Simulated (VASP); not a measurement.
Consider the following.

```xyz
2
Lattice="0.0000 2.5715 2.5715 2.5715 0.0000 2.5715 2.5715 2.5715 0.0000" Properties=species:S:1:pos:R:3 pbc="T T T"
Be     5.1431     5.1431     5.1431
Se     1.2858     1.2858     1.2858
```

All values below come from PBE GGA with D3 dispersion (zero damping), VASP's PBE PAW potentials (set 64) (plane waves; VASP). Run with 520 eV cut-off, 10×10×10 Γ-centred mesh, tetrahedra with Blöchl corrections, potentials Be Se.

Problem. Predict the energy per atom (σ→0), band gap (on the k-mesh) with the smallest direct gap where there is one.

Solution. 
```
Item                                          Value
-----------------------------------  --------------
band gap (on the k-mesh)                    2.62 eV
smallest direct gap (on the k-mesh)         4.37 eV
energy per atom (σ→0)                -4.647 eV/atom
```

The absolute energy has meaning only against runs of the same code, potentials and settings.

The compound is BeSe in the zinc blende structure. It was relaxed first.
